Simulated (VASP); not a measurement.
Runs of VASP 6.6.1 on HgTe (Coloradoite). Symmetry: F-43m, No. 216, cubic system. Conventional cell: a = 6.516 Å, b = 6.516 Å, c = 6.516 Å, α = 90.00°, β = 90.00°, γ = 90.00°. Around Hg (site symmetry -43m) lie 4 Te at 2.82 Å. Te (site symmetry -43m) is surrounded by 4 Hg at 2.82 Å. 

```csv
task,level,potentials or basis,spin,cell,k mesh,cutoff (eV),by perturbation theory,gap on the mesh (eV),pressure (GPa)
band structure,r2SCAN,"VASP PAW PBE potentials, release 64 (Hg, Te)",off,"F-43m, 34.58 Å³/atom",10 × 10 × 10,520,-,-,1.2
band structure,LDA,"VASP PAW LDA potentials, release 64 (Hg, Te)",off,"F-43m, 34.58 Å³/atom",10 × 10 × 10,520,-,-,-1.4
band structure,PBE,"VASP PAW PBE potentials, release 64 (Hg, Te)",off,"F-43m, 34.58 Å³/atom",10 × 10 × 10,520,-,-,(a)
relaxation of cell and atoms,PBEsol,"VASP PAW PBE potentials, release 64 (Hg, Te)",off,relaxed,10 × 10 × 10,600,-,none,0.0
relaxation of cell and atoms,AM05,"VASP PAW PBE potentials, release 64 (Hg, Te)",off,relaxed,10 × 10 × 10,600,-,none,0.0
```

Alike in all rows: smearing gaussian 0.03 eV.

Estimate the missing entries.

(a) 2.5.

Caveats: the PAW data sets were made with another functional, which shifts forces and pressure a little (some runs); spin-orbit coupling is left out, which moves the levels of the heavy elements (some runs); the relaxation stopped at its first step, so nothing moved (some runs).

A k mesh can miss the band edges, and the runs leave out spin-orbit coupling on Hg, Te.

A gap of «none» marks a metal or a gap under the smearing width.
